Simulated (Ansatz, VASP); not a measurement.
# TaN in two plane-wave programs, part 3 of 3

Wanted: the spread between two codes on one cell, functional and k mesh. The cell is taken from a series of runs on this material, whose earlier steps may have relaxed, scaled, displaced or heated it; both programs get it as it stands.

VASP 6.6.1 and Ansatz 0.2.0.

So far: The starting structure; Ansatz: zone-centre phonons, PBEsol; VASP: zone-centre phonons, PBEsol.

### Step 3. VASP: zone-centre phonons, PBEsol (continued)

Level of this step: PBEsol; plane waves and PAW (N, Ta_pv) (VASP).

Numbers of over 12 decimals in the logs are rounded to 6 here.

Parts of OUTCAR (step 3):

```text
ion  position               nearest neighbor table
   1  0.394  0.000  0.000-   6 2.03   4 2.14   4 2.14   5 2.14   5 2.14
   2  0.606  0.606  0.000-   6 2.03   4 2.14   4 2.14   5 2.14   5 2.14
   3  0.000  0.394  0.000-   6 2.03   5 2.14   5 2.14   4 2.14   4 2.14
   4  0.333  0.667  0.500-   1 2.14   1 2.14   3 2.14   3 2.14   2 2.14   2 2.14   5 2.97   5 2.97
                             5 2.97   6 3.30   6 3.30   6 3.30   6 3.30   6 3.30   6 3.30
   5  0.667  0.333  0.500-   3 2.14   3 2.14   1 2.14   1 2.14   2 2.14   2 2.14   4 2.97   4 2.97
                             4 2.97   6 3.30   6 3.30   6 3.30   6 3.30   6 3.30   6 3.30
   6  0.000  0.000  0.000-   1 2.03   2 2.03   3 2.03   4 3.30   5 3.30   4 3.30   5 3.30   5 3.30
                             5 3.30   4 3.30   4 3.30   5 3.30   5 3.30   4 3.30   4 3.30

  LATTYP: Found a hexagonal cell.
 ALAT       =     5.1405431504
 C/A-ratio  =     0.5601077139

 Subroutine GETGRP returns: Found 12 space group operations
 (whereof 12 operations were pure point group operations)

The static configuration has the point symmetry D_3h.

 Found     84 irreducible k-points:

   k-points           NKPTS =     84   k-points in BZ     NKDIM =     84   number of bands    NBANDS=     30

   dimension x,y,z NGX =    42 NGY =   42 NGZ =   24
   dimension x,y,z NGXF=    84 NGYF=   84 NGZF=   48

   ENCUT  =  600.0 eV  44.10 Ry    6.64 a.u.  10.27 10.27  5.75*2*pi/ulx,y,z

   NELECT =      48.0000    total number of electrons

 k-points in reciprocal lattice and weights: Automatic mesh
   0.00000000  0.00000000  0.00000000       0.001
   0.11111111 -0.00000000  0.00000000       0.006
   0.22222222 -0.00000000  0.00000000       0.006
   0.33333333  0.00000000  0.00000000       0.006
   0.44444444 -0.00000000  0.00000000       0.006
   0.11111111  0.11111111  0.00000000       0.006
   0.22222222  0.11111111  0.00000000       0.012
   0.33333333  0.11111111  0.00000000       0.012
   0.44444444  0.11111111  0.00000000       0.006
[...]
-----------------------------------------------------------------------------------
    total drift:                               -0.000000     -0.000001     -0.000000

 Eigenvectors and eigenvalues of the dynamical matrix
 ----------------------------------------------------

   1 f  =   21.995254 THz   138.200258 2PiTHz  733.682708 cm-1    90.965021 meV
             X         Y         Z           dx          dy          dz
      2.027055  0.000000  0.000000     0.000000    0.577350   -0.000000
      1.556744  2.696359  0.000000     0.500000   -0.288675   -0.000000
     -1.013528  1.755482  0.000000    -0.500000   -0.288675    0.000000
     -0.000000  2.967894  1.439629     0.000000   -0.000000   -0.000000
      2.570272  1.483947  1.439629    -0.000000   -0.000000    0.000000
      0.000000  0.000000  0.000000    -0.000000    0.000000    0.000000

   2 f  =   20.234716 THz   127.138469 2PiTHz  674.957465 cm-1    83.684023 meV
             X         Y         Z           dx          dy          dz
      2.027055  0.000000  0.000000     0.000501   -0.222340   -0.000000
      1.556744  2.696359  0.000000     0.429664    0.522111   -0.000000
     -1.013528  1.755482  0.000000    -0.429631    0.521552    0.000000
     -0.000000  2.967894  1.439629    -0.025543   -0.021296    0.000000
      2.570272  1.483947  1.439629     0.025516   -0.021329   -0.000000
      0.000000  0.000000  0.000000    -0.000121   -0.185857    0.000000

   3 f  =   20.234716 THz   127.138469 2PiTHz  674.957465 cm-1    83.684023 meV
             X         Y         Z           dx          dy          dz
      2.027055  0.000000  0.000000     0.769888    0.000145    0.000000
      1.556744  2.696359  0.000000     0.025438    0.429308    0.000000
     -1.013528  1.755482  0.000000     0.025997   -0.429987   -0.000000
     -0.000000  2.967894  1.439629    -0.021296    0.025543   -0.000000
      2.570272  1.483947  1.439629    -0.021329   -0.025516    0.000000
      0.000000  0.000000  0.000000    -0.185857    0.000121    0.000000

   4 f  =   19.149329 THz   120.318780 2PiTHz  638.752847 cm-1    79.195224 meV
             X         Y         Z           dx          dy          dz
      2.027055  0.000000  0.000000    -0.577350    0.000000   -0.000000
      1.556744  2.696359  0.000000     0.288675    0.500000   -0.000000
     -1.013528  1.755482  0.000000     0.288675   -0.500000    0.000000
     -0.000000  2.967894  1.439629     0.000000    0.000000    0.000000
      2.570272  1.483947  1.439629     0.000000   -0.000000   -0.000000
      0.000000  0.000000  0.000000     0.000000   -0.000000   -0.000000

   5 f  =   18.883744 THz   118.650062 2PiTHz  629.893895 cm-1    78.096854 meV
             X         Y         Z           dx          dy          dz
      2.027055  0.000000  0.000000    -0.000038   -0.766757   -0.000000
      1.556744  2.696359  0.000000     0.244944   -0.342247   -0.000000
     -1.013528  1.755482  0.000000    -0.245183   -0.342341    0.000000
     -0.000000  2.967894  1.439629    -0.028691    0.151182   -0.000000
      2.570272  1.483947  1.439629     0.028749    0.151171    0.000000
      0.000000  0.000000  0.000000     0.000019    0.101399   -0.000000

   6 f  =   18.883744 THz   118.650062 2PiTHz  629.893895 cm-1    78.096854 meV
             X         Y         Z           dx          dy          dz
      2.027055  0.000000  0.000000    -0.200806    0.000147    0.000000
      1.556744  2.696359  0.000000    -0.625316    0.245129    0.000000
     -1.013528  1.755482  0.000000    -0.625223   -0.244998   -0.000000
     -0.000000  2.967894  1.439629     0.151182    0.028691   -0.000000
      2.570272  1.483947  1.439629     0.151171   -0.028749   -0.000000
      0.000000  0.000000  0.000000     0.101399   -0.000019   -0.000000

   7 f  =   18.626703 THz   117.035024 2PiTHz  621.319921 cm-1    77.033818 meV
             X         Y         Z           dx          dy          dz
      2.027055  0.000000  0.000000     0.000000    0.000000    0.553817
      1.556744  2.696359  0.000000     0.000000    0.000000    0.553817
     -1.013528  1.755482  0.000000     0.000000    0.000000    0.553817
     -0.000000  2.967894  1.439629    -0.000000   -0.000000   -0.192038
      2.570272  1.483947  1.439629    -0.000000   -0.000000   -0.192038
      0.000000  0.000000  0.000000     0.000000    0.000000   -0.078113

   8 f  =   18.120417 THz   113.853938 2PiTHz  604.432049 cm-1    74.939989 meV
             X         Y         Z           dx          dy          dz
      2.027055  0.000000  0.000000     0.000000    0.000000   -0.422607
      1.556744  2.696359  0.000000    -0.000000    0.000000   -0.393719
     -1.013528  1.755482  0.000000    -0.000000    0.000000    0.816326
     -0.000000  2.967894  1.439629     0.000000   -0.000000   -0.000000
      2.570272  1.483947  1.439629     0.000000   -0.000000    0.000000
      0.000000  0.000000  0.000000    -0.000000   -0.000000   -0.000000

   9 f  =   18.120417 THz   113.853938 2PiTHz  604.432049 cm-1    74.939989 meV
             X         Y         Z           dx          dy          dz
      2.027055  0.000000  0.000000     0.000000   -0.000000   -0.698620
      1.556744  2.696359  0.000000     0.000000    0.000000    0.715299
     -1.013528  1.755482  0.000000     0.000000   -0.000000   -0.016679
     -0.000000  2.967894  1.439629    -0.000000    0.000000   -0.000000
      2.570272  1.483947  1.439629    -0.000000    0.000000    0.000000
      0.000000  0.000000  0.000000    -0.000000    0.000000    0.000000

  10 f  =    7.163968 THz    45.012536 2PiTHz  238.964238 cm-1    29.627776 meV
             X         Y         Z           dx          dy          dz
      2.027055  0.000000  0.000000    -0.000780    0.000014    0.000000
      1.556744  2.696359  0.000000     0.019754   -0.011856   -0.000000
     -1.013528  1.755482  0.000000     0.019766    0.011862   -0.000000
     -0.000000  2.967894  1.439629    -0.084227    0.692857   -0.000000
      2.570272  1.483947  1.439629    -0.083474   -0.692948    0.000000
      0.000000  0.000000  0.000000     0.156994    0.000085    0.000000

  11 f  =    7.163968 THz    45.012536 2PiTHz  238.964238 cm-1    29.627776 meV
             X         Y         Z           dx          dy          dz
      2.027055  0.000000  0.000000     0.000000    0.026607   -0.000000
      1.556744  2.696359  0.000000    -0.011870    0.006073    0.000000
     -1.013528  1.755482  0.000000     0.011848    0.006060    0.000000
     -0.000000  2.967894  1.439629    -0.692857   -0.084227   -0.000000
      2.570272  1.483947  1.439629     0.692948   -0.083474    0.000000
      0.000000  0.000000  0.000000    -0.000085    0.156994    0.000000

  12 f  =    5.927986 THz    37.246636 2PiTHz  197.736334 cm-1    24.516170 meV
             X         Y         Z           dx          dy          dz
      2.027055  0.000000  0.000000     0.000000    0.000000    0.000000
      1.556744  2.696359  0.000000    -0.000000    0.000000   -0.000000
     -1.013528  1.755482  0.000000     0.000000   -0.000000    0.000000
     -0.000000  2.967894  1.439629    -0.000000    0.000000   -0.707107
      2.570272  1.483947  1.439629    -0.000000    0.000000    0.707107
      0.000000  0.000000  0.000000     0.000000   -0.000000   -0.000000

  13 f  =    5.818538 THz    36.558951 2PiTHz  194.085529 cm-1    24.063528 meV
             X         Y         Z           dx          dy          dz
      2.027055  0.000000  0.000000    -0.000020    0.068321    0.000000
      1.556744  2.696359  0.000000    -0.072147   -0.056666    0.000000
     -1.013528  1.755482  0.000000     0.072158   -0.056637   -0.000000
     -0.000000  2.967894  1.439629    -0.135599    0.400477    0.000000
      2.570272  1.483947  1.439629     0.135763    0.400421   -0.000000
      0.000000  0.000000  0.000000    -0.000162   -0.788013   -0.000000
    [... 43 further lines ...]
      2.570272  1.483947  1.439629    -0.157164   -0.533479   -0.000000
      0.000000  0.000000  0.000000    -0.157284   -0.533691   -0.000000

 ELASTIC MODULI CONTR FROM IONIC RELAXATION (kBar)
 Direction    XX          YY          ZZ          XY          YZ          ZX
 --------------------------------------------------------------------------------
 XX        -587.9319    205.8717     61.2646     -0.0000      0.0000      0.0000
 YY         205.8717   -587.9319     61.2646      0.0000      0.0000     -0.0000
 ZZ          61.2646     61.2646    -19.6480      0.0000     -0.0000      0.0000
 XY          -0.0000      0.0000      0.0000   -396.9043     -0.0000     -0.0000
 YZ           0.0000      0.0000     -0.0000     -0.0000    -43.3072      0.0000
 ZX           0.0000     -0.0000      0.0000     -0.0000      0.0000    -35.4377
 --------------------------------------------------------------------------------
```

Energies printed during the response cycles are not total energies of the cell. The PAW data sets were made with PBE, which is usual practice but a small mismatch for other functionals.

### Step 4. Comparison

Known differences besides the potentials themselves: the data sets hold 54 valence electrons in Ansatz (on its PAW soft_1 files) and 48 in VASP; the cutoff is 420 eV in Ansatz and 600 eV in VASP; Ansatz makes its cores anew for this functional, VASP keeps those of its PBE data sets. Total energies have different zeros and are not compared.

The two programs side by side:

```
                    quantity  Ansatz   VASP  difference
       optical mode 1 (cm⁻¹)   150.9  150.4     +0.30 %
  optical mode 2 to 3 (cm⁻¹)   193.9  194.1     -0.11 %
       optical mode 4 (cm⁻¹)   197.0  197.7     -0.39 %
  optical mode 5 to 6 (cm⁻¹)   238.6  239.0     -0.17 %
  optical mode 7 to 8 (cm⁻¹)   600.8  604.4     -0.61 %
       optical mode 9 (cm⁻¹)   618.9  621.3     -0.40 %
optical mode 10 to 11 (cm⁻¹)   625.5  629.9     -0.70 %
      optical mode 12 (cm⁻¹)   632.9  638.8     -0.91 %
optical mode 13 to 14 (cm⁻¹)   669.9  675.0     -0.76 %
      optical mode 15 (cm⁻¹)   729.8  733.7     -0.54 %
```

Modes are paired by rising frequency, not by their patterns, so a pair may set unlike modes beside each other; they are those without the splitting of longitudinal modes.

### Step 5. Outcome

- r.m.s. difference of the optical zone-centre modes, each program's sorted by frequency (zone-centre phonons, PBEsol): 3.4 cm⁻¹
- difference in optical mode 12 (zone-centre phonons, PBEsol): -0.9 %

The r.m.s. difference of the optical zone-centre modes, each program's sorted by frequency is 3.4 cm⁻¹ (zone-centre phonons, PBEsol). The data sets hold unlike numbers of valence electrons (54 in Ansatz and 48 in VASP), so part of the differences comes from the potentials. Among the rows given in per cent, the largest difference of the zone-centre phonons, PBEsol pair is in optical mode 12, -0.9 %. How closely two codes agree says nothing of how well the functional describes the real material.

[Lines on the potential files, build, host, timing and source positions are cut from VASP's logs without a mark.]

[Logs are printed without paths, hosts, clocks, repeated set-up lines and the standing remarks that a program may print on its own settings, such as how far it seeks lower states.]

[Hosts, paths, dates, database ids (printed as entryN), source tags and the programs' standing remarks are cut or masked in the printed files.]
